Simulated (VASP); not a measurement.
All values below come from revTPSS meta-GGA, VASP's PBE PAW potentials (set 64) (plane waves; VASP 6.6.1).

Input for VASP

### INCAR
```
! general
SYSTEM =C
PREC   =Accurate
ENCUT  =520   ! plane-wave cut-off (eV)
LREAL  =.FALSE.
LASPH  =.TRUE.   ! aspherical one-centre terms

! electronic loop
EDIFF  =1E-7   ! SCF stop (eV)
NELM   =100   ! most electronic steps
ALGO   =Normal   ! blocked Davidson
LMIXTAU=.TRUE.

! smearing
ISMEAR =0   ! Gaussian
SIGMA  =0.05   ! width (eV)

! functional
METAGGA=RTPSS

! ions
ISIF   =2   ! forces and stress, cell fixed

! output
LWAVE  =.FALSE.
LCHARG =.FALSE.
```

### POSCAR
```
C
1
    0.0000000000     1.8161073243     1.8161073243
    1.8161073243     0.0000000000     1.8161073243
    1.8161073243     1.8161073243     0.0000000000
C
2
Direct
  0.0000000000   0.0000000000   0.0000000000
  0.2500000000   0.2500000000   0.2500000000
```

### KPOINTS
```
Automatic mesh
0
Gamma
13 13 13
0 0 0
```

POTCAR, in this order: C (PBE.64 set). Program: vasp_std.

Output of the run:

### OUTCAR
```
 ion  position               nearest neighbor table
   1  0.000  0.000  0.000-   2 1.57   2 1.57   2 1.57   2 1.57
   2  0.250  0.250  0.250-   1 1.57   1 1.57   1 1.57   1 1.57
  LATTYP: Found a face centered cubic cell.
 ALAT       =     3.6322146486
 Subroutine PRICEL returns:
 Original cell was already a primitive cell.
 Subroutine GETGRP returns: Found 48 space group operations
The static configuration has the point symmetry T_d .
 The point group associated with its full space group is O_h .
The dynamic configuration has the point symmetry T_d .
 Subroutine INISYM returns: Found 48 space group operations
 Subroutine IBZKPT returns following result:
 Found     84 irreducible k-points:

 Following reciprocal coordinates:
            Coordinates               Weight
  0.000000  0.000000  0.000000      1.000000
  0.076923  0.000000  0.000000      8.000000
  0.153846  0.000000  0.000000      8.000000
  0.230769  0.000000  0.000000      8.000000
  0.307692  0.000000  0.000000      8.000000
  0.384615  0.000000  0.000000      8.000000
  0.461538  0.000000  0.000000      8.000000
  0.076923  0.076923  0.000000      6.000000
  0.153846  0.076923  0.000000     24.000000
  0.230769  0.076923  0.000000     24.000000
  0.307692  0.076923  0.000000     24.000000
  0.384615  0.076923  0.000000     24.000000
  0.461538  0.076923  0.000000     24.000000
 -0.461538  0.076923  0.000000     24.000000
 -0.384615  0.076923  0.000000     24.000000
 -0.307692  0.076923  0.000000     24.000000
 -0.230769  0.076923  0.000000     24.000000
 -0.153846  0.076923  0.000000     24.000000
 -0.076923  0.076923  0.000000     12.000000
  0.153846  0.153846  0.000000      6.000000
  0.230769  0.153846  0.000000     24.000000
  0.307692  0.153846  0.000000     24.000000
  0.384615  0.153846  0.000000     24.000000
  0.461538  0.153846  0.000000     24.000000
 -0.461538  0.153846  0.000000     24.000000
 -0.384615  0.153846  0.000000     24.000000
 -0.307692  0.153846  0.000000     24.000000
 -0.230769  0.153846  0.000000     24.000000
 -0.153846  0.153846  0.000000     12.000000
  0.230769  0.230769  0.000000      6.000000
  0.307692  0.230769  0.000000     24.000000
  0.384615  0.230769  0.000000     24.000000
  0.461538  0.230769  0.000000     24.000000
 -0.461538  0.230769  0.000000     24.000000
 -0.384615  0.230769  0.000000     24.000000
 -0.307692  0.230769  0.000000     24.000000
 -0.230769  0.230769  0.000000     12.000000
  0.307692  0.307692  0.000000      6.000000
  0.384615  0.307692  0.000000     24.000000
  0.461538  0.307692  0.000000     24.000000
   k-points           NKPTS =     84   k-points in BZ     NKDIM =     84   number of bands    NBANDS=      8
   number of dos      NEDOS =    301   number of ions     NIONS =      2
   total plane-waves  NPLWV =   8000
   dimension x,y,z NGX =    20 NGY =   20 NGZ =   20
   dimension x,y,z NGXF=    40 NGYF=   40 NGZF=   40
   ions per type =               2
   PREC   = accura    normal or accurate (medium, high low for compatibility)
   ISTART =      0    job   : 0-new  1-cont  2-samecut
   ICHARG =      2    charge: 1-file 2-atom 10-const
   ISPIN  =      1    spin polarized calculation?
   LNONCOLLINEAR =      F non collinear calculations
   LSORBIT =      F    spin-orbit coupling
   INIWAV =      1    electr: 0-lowe 1-rand  2-diag
   ENCUT  =  520.0 eV  38.22 Ry    6.18 a.u.   4.78  4.78  4.78*2*pi/ulx,y,z
   NELM   =    100;   NELMIN=  2; NELMDL= -5     # of ELM steps
   EDIFF  = 0.1E-06   stopping-criterion for ELM
   LREAL  =      F    real-space projection
   NLSPLINE    = F    spline interpolate recip. space projectors
...
```

### OSZICAR
```
       N       E                     dE             d eps       ncg     rms          rms(c)
DAV:   1    -0.299695427216E+01   -0.29970E+01   -0.51060E+03  1408   0.100E+03
DAV:   2    -0.219619760828E+02   -0.18965E+02   -0.18308E+02  2024   0.114E+02
DAV:   3    -0.220759295466E+02   -0.11395E+00   -0.11395E+00  1464   0.119E+01
DAV:   4    -0.220760320630E+02   -0.10252E-03   -0.10252E-03  2024   0.330E-01
DAV:   5    -0.220760320846E+02   -0.21564E-07   -0.21564E-07  1472   0.318E-03    0.501E+00
DAV:   6    -0.203080578947E+02    0.17680E+01   -0.68510E+00  1736   0.348E+01    0.329E+00
DAV:   7    -0.204006544336E+02   -0.92597E-01   -0.12816E-02  1456   0.153E+00    0.294E+00
DAV:   8    -0.202055838652E+02    0.19507E+00   -0.76489E-01  1680   0.764E+00    0.692E-01
DAV:   9    -0.203929867592E+02   -0.18740E+00   -0.33065E-01  1616   0.638E+00    0.574E-01
DAV:  10    -0.203941585863E+02   -0.11718E-02   -0.22234E-03  1432   0.646E-01    0.344E-01
DAV:  11    -0.204412638341E+02   -0.47105E-01   -0.13039E-02  1568   0.117E+00    0.127E-01
DAV:  12    -0.204417859386E+02   -0.52210E-03   -0.72531E-04  1544   0.253E-01    0.393E-02
DAV:  13    -0.204417515822E+02    0.34356E-04   -0.30736E-05  1712   0.505E-02    0.175E-02
DAV:  14    -0.204417463099E+02    0.52723E-05   -0.20664E-05  1832   0.486E-02    0.265E-03
DAV:  15    -0.204417560708E+02   -0.97609E-05   -0.78966E-06  1416   0.297E-02    0.659E-04
DAV:  16    -0.204417560885E+02   -0.17734E-07   -0.20486E-07  1344   0.586E-03
   1 F= -.20441756E+02 E0= -.20441756E+02  d E =-.165853E-17
```

**OUTCAR**
```
------------------------ aborting loop because EDIFF is reached ----------------------------------------
  FORCE on cell =-STRESS in cart. coord.  units (eV):
  Direction    XX          YY          ZZ          XY          YZ          ZX
  --------------------------------------------------------------------------------------
  Total       -1.7184155     -1.7184155     -1.7184155     -0.0000000      0.0000000      0.0000000
  in kB     -229.8181061   -229.8181061   -229.8181061     -0.0000000      0.0000000      0.0000000
  external PRESSURE =    -229.8181061 kB  Pullay stress =       0.0000000 kB
  volume of cell :       11.98
      direct lattice vectors                 reciprocal lattice vectors
     0.000000000  1.816107324  1.816107324    -0.275314126  0.275314126  0.275314126
     1.816107324  0.000000000  1.816107324     0.275314126 -0.275314126  0.275314126
     1.816107324  1.816107324  0.000000000     0.275314126  0.275314126 -0.275314126
 POSITION                                       TOTAL-FORCE (eV/Angst)
 -----------------------------------------------------------------------------------
      0.00000      0.00000      0.00000        -0.000000     -0.000000      0.000000
      0.90805      0.90805      0.90805         0.000000      0.000000     -0.000000
 -----------------------------------------------------------------------------------
    total drift:                               -0.000000     -0.000000     -0.000000
  FREE ENERGIE OF THE ION-ELECTRON SYSTEM (eV)
  ---------------------------------------------------
  free  energy   TOTEN  =       -20.4417560885 eV

  energy  without entropy=      -20.4417560885  energy(sigma->0) =      -20.44175609
```
(Selected blocks of OUTCAR.)

The compound is C in the diamond structure. This cell is one point of a volume scan, at 1.06 of the reference volume.
